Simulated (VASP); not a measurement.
A run of VASP 6.6.1:

INCAR

```
SYSTEM = PtS2
PREC = Accurate ; ENCUT = 520
EDIFF = 1E-7 ; ISMEAR = 0
SIGMA = 0.02 ; LREAL = .FALSE.
LASPH = .TRUE. ; NELM = 80
ALGO = Normal ; ISIF = 2
LWAVE = .FALSE. ; LCHARG = .FALSE.
LNONCOLLINEAR = .TRUE. ; MAGMOM = 0 0 0 0 0 0 0 0 0
LORBIT = 11 ; LSORBIT = .TRUE.
GGA_COMPAT = .FALSE. ; LMAXMIX = 4
GGA = PS ; NBANDS = 35
```

KPOINTS

```
regular mesh
0
G
  9 9 6
  0 0 0
```

The input POSCAR:

```
PtS2
1.0
    3.5675900000      0.0000000000      0.0000000000
   -1.7837900000      3.0896200000      0.0000000000
    0.0000000000      0.0000000000      4.8017200000
Pt S
1 2
Direct
    0.0000000000      0.0000000000      0.0000000000
    0.6666700000      0.3333300000      0.7506900000
    0.3333300000      0.6666700000      0.2493100000
```

Potentials or basis: VASP PAW PBE potentials, release 64 (Pt, S).

Run with:

```sh
$ cat potpaw_PBE.64/Pt/POTCAR potpaw_PBE.64/S/POTCAR > POTCAR
$ mpirun -np 1 vasp_ncl > vasp.out
```

Hardware: 1 thread of Intel(R) Xeon(R) Platinum 8259CL CPU @ 2.50GHz (Skylake/Cascade Lake), on a shared host.

**Question.** Estimate the wall time of this run.

**Answer.** It took 7 min on 1 thread of Intel(R) Xeon(R) Platinum 8259CL CPU @ 2.50GHz (Skylake/Cascade Lake), with other jobs on the host, peak memory 0.53 GiB. Counts: scf iterations 14, k points 140.
